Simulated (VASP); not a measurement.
Input:

```yaml
crystal:
  lattice:
    - [2.80409, 0.00000, 0.00000]
    - [-1.40204, 2.42841, 0.00000]
    - [0.00000, 0.00000, 5.31518]
  atoms:
    - { symbol: N, position: [0.00000, 0.00000, 0.00000] }
    - { symbol: W, position: [0.33333, 0.66667, 0.26904] }
    - { symbol: W, position: [0.66667, 0.33333, 0.73096] }
```

Level of theory: PBEsol GGA, VASP's PBE PAW potentials (set 64) (plane waves; VASP 6.6.1). Settings: 520 eV cut-off, Gaussian smearing of 0.050 eV, potentials N W_sv.

**Question.** Give the energies of bands 11 to 19 at the high-symmetry points, in eV from the Fermi level.

**Answer.** 
```tsv
band	Γ	M	K	A	L	H
11	-6.50	-7.99	-7.91	-5.63	-7.99	-8.28
12	-4.95	-5.97	-7.21	-5.09	-5.50	-7.34
13	-4.95	-5.78	-3.96	-5.09	-5.03	-3.80
14	-2.98	-3.45	-3.32	-3.64	-3.32	-2.79
15	-1.57	-2.06	-3.32	-1.65	-2.67	-2.79
16	-1.34	-1.30	-0.08	-1.65	-1.99	-0.51
17	-1.34	2.35	-0.08	-0.64	-0.11	1.05
18	-0.04	2.37	0.41	0.83	2.76	1.05
19	-0.04	3.41	2.17	0.83	4.07	2.43
```

It has no gap at this level: it comes out as a metal or semimetal.

The structure was generated: W2N was put into the CdI2 type (P-3m1), which need not be its known phase. It was relaxed first. The electron count is odd and the run is not spin-polarised, which forces a metal.
